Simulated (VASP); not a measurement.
Computed with PBEsol GGA, VASP's PBE PAW potentials (set 64) (plane waves; VASP).

VASP input:

File KPOINTS:
```
Automatic
0
G
12 12 1
0 0 0
```

### INCAR
```
SYSTEM = Bi2Se3 bilayer
PREC = Normal
ENCUT = 400
EDIFF = 1E-5
NELM = 100
ALGO = Normal
LREAL = .FALSE.
LASPH = .TRUE.
ISMEAR = 0
SIGMA = 0.05
GGA = PS
LMAXMIX = 4
LWAVE = .TRUE.
LCHARG = .FALSE.
NELMIN = 4
IBRION = 2
ISIF = 4
NSW = 50
EDIFFG = -0.03
```

**POSCAR**
```
Bi2Se3 bilayer
1.0
  4.1301005958   0.0000000000   0.0000000000
 -2.0650502978   3.5767718656   0.0000000000
  0.0000000000   0.0000000000  32.4399160432
Bi Se
4 6
Cart
 -0.0000020650   2.3845157693   9.5203692406
  0.0000000000   0.0000000000  19.0503731363
  0.0000000000   0.0000000000  13.3895429069
  2.0650523630   1.1922560963  22.9195468026
  0.0000000000   0.0000000000   7.9860260916
  2.0650523630   1.1922560963  11.4549560738
 -0.0000020650   2.3845157693  14.9238860559
  2.0650523630   1.1922560963  17.5160299873
 -0.0000020650   2.3845157693  20.9849599694
  0.0000000000   0.0000000000  24.4538899516
```

POTCAR, in this order: Bi_d Se (PBE.64 set). Program: vasp_std.

Unless said otherwise, spin-orbit coupling is left out, though it shifts the bands of the heavy elements here.

**Question.** Predict the energy per atom (σ→0), band gap (on the k-mesh).

**Answer.** 
```yaml
energy per atom (σ→0): -4.400 eV/atom
band gap (on the k-mesh): 0.46 eV
```

OSZICAR:
```
...
   2 F= -.44000591E+02 E0= -.44000591E+02  d E =-.121882E-01
       N       E                     dE             d eps       ncg     rms          rms(c)
DAV:   1    -0.440001443811E+02    0.44027E-03   -0.61425E-01  2383   0.275E+00    0.115E-01
DAV:   2    -0.440017368871E+02   -0.15925E-02   -0.19067E-02  3058   0.783E-01    0.603E-02
DAV:   3    -0.440017514874E+02   -0.14600E-04   -0.57609E-04  2793   0.149E-01    0.330E-02
DAV:   4    -0.440017408998E+02    0.10588E-04   -0.49052E-05  2220   0.750E-02    0.213E-02
DAV:   5    -0.440017333777E+02    0.75221E-05   -0.17695E-05  1681   0.604E-02
   3 F= -.44001733E+02 E0= -.44001733E+02  d E =-.133306E-01
```

The cell is a sheet with vacuum, built from Bi2Se3 (tetradymite).
